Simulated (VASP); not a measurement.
Given:

```xyz
2
Lattice="0.0000 2.7520 2.7520 2.7520 0.0000 2.7520 2.7520 2.7520 0.0000" Properties=species:S:1:pos:R:3 pbc="T T T"
Ga     0.0000     0.0000     0.0000
P      1.3760     1.3760     1.3760
```

These are SCAN meta-GGA, VASP's PBE PAW potentials (set 64) (plane waves; VASP) values and carry that method's errors. Numerical set-up: 520 eV cut-off, 8×8×8 Γ-centred mesh, Gaussian smearing of 0.050 eV, potentials Ga_d P.

Problem. Give the stress tensor in GPa (positive for a compressed cell).

Solution. 
```
-2.43   0.00   0.00
 0.00  -2.43   0.00
 0.00   0.00  -2.43
```
The pressure is its mean diagonal, -2.43 GPa.

The compound is GaP in the zinc blende structure. This cell is one point of a volume scan, at 1.03 of the reference volume.
